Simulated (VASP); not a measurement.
Data:

```
CELL_PARAMETERS angstrom
      4.26816     0.00000     0.00000
      0.00000     4.26816     0.00000
      0.00000     0.00000     2.69998
ATOMIC_POSITIONS crystal
  Si 0.00000 0.00000 0.00000
  Si 0.50000 0.50000 0.50000
  O  0.30749 0.30749 0.00000
  O  0.80749 0.19251 0.50000
  O  0.19251 0.80749 0.50000
  O  0.69251 0.69251 0.00000
```

Computed with RPBE GGA, VASP's PBE PAW potentials (set 64) (plane waves; VASP). Run with 520 eV cut-off, 6×6×9 Γ-centred mesh, tetrahedra with Blöchl corrections, potentials Si O.

The cores are frozen, which limits the accuracy of field gradients.

Task: Give the principal components of the electric field gradient (V/Å²) and the asymmetry η at each nucleus.

Result: 
| atom | Vxx | Vyy | Vzz | η |
|---|---|---|---|---|
| Si1 | -20.5 | -6.7 | 27.1 | 0.51 |
| Si2 | -20.5 | -6.7 | 27.1 | 0.51 |
| O3 | 66.1 | 49.6 | -115.7 | 0.14 |
| O4 | 66.1 | 49.6 | -115.7 | 0.14 |
| O5 | 66.1 | 49.6 | -115.7 | 0.14 |
| O6 | 66.1 | 49.6 | -115.7 | 0.14 |

The compound is SiO2 in the rutile structure, stishovite, a high-pressure form. It was relaxed first, which changed the volume by +5 %.
